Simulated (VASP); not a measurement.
An input for Quantum ESPRESSO's pw.x (written as the equivalent of a VASP run, and not itself run):

```
&CONTROL
  calculation = 'vc-relax'
  pseudo_dir = './pseudo'
  outdir = './out'
  tprnfor = .true.
  tstress = .true.
  nstep = 60
  forc_conv_thr = 0.00039
/
&SYSTEM
  ibrav = 0
  nat = 1
  ntyp = 1
  ecutwfc = 84
  occupations = 'smearing'
  smearing = 'methfessel-paxton'
  degauss = 0.00735
  input_dft = 'pbe'
/
&ELECTRONS
  conv_thr = 7.3e-08
  electron_maxstep = 100
/
&IONS
/
&CELL
/
ATOMIC_SPECIES
  V 50.941 V.upf
CELL_PARAMETERS angstrom
    -1.4944476    1.4944476    1.4944476
     1.4944476   -1.4944476    1.4944476
     1.4944476    1.4944476   -1.4944476
ATOMIC_POSITIONS crystal
  V    0.0000000  0.0000000  0.0000000
K_POINTS automatic
  15 15 15 0 0 0
```

### Question
Translate this input to VASP (INCAR, KPOINTS, POSCAR, choice of POTCAR).

### Answer
This is not unique; one that fits is 
INCAR:
```
! general
SYSTEM  = V
PREC    = Accurate
ENCUT   = 400   ! plane-wave cut-off (eV)
LREAL   = .False.   ! projection in real space or not
LASPH   = .True.   ! aspherical one-centre terms

! electronic loop
EDIFF   = 1E-6
NELM    = 100   ! most electronic steps
ALGO    = Normal   ! blocked Davidson
LMAXMIX = 4   ! l cut-off of mixed one-centre charges

! smearing
ISMEAR  = 1
SIGMA   = 0.1

! functional
GGA     = PE

! ions
IBRION  = 2   ! conjugate gradients
NSW     = 60
ISIF    = 3   ! ions, shape and volume
EDIFFG  = -0.01

! output
LWAVE   = .False.
LCHARG  = .False.
```

### KPOINTS
```
K-points
0
G
  15 15 15
0 0 0
```

### POSCAR
```
V
1
   -1.4944475716     1.4944475716     1.4944475716
    1.4944475716    -1.4944475716     1.4944475716
    1.4944475716     1.4944475716    -1.4944475716
V
1
Direct
  0.0000000000   0.0000000000   0.0000000000
```

POTCAR, in this order: V_sv (PBE.64 set). Program: vasp_std.

The two are equivalent in intent, not identical: the potentials are each code's own (VASP's PAW set, PseudoDojo norm-conserving files in pw.x), so ENCUT and ecutwfc are chosen apart and not converted; conv_thr bounds pw.x's estimated SCF error, while EDIFF bounds the energy change between steps; forc_conv_thr acts on force components and is met together with etot_conv_thr.

The compound is V in the bcc structure. This run relaxes it. Symmetry was kept, so distortions that lower it aren't found. The start is the result of an earlier pass.
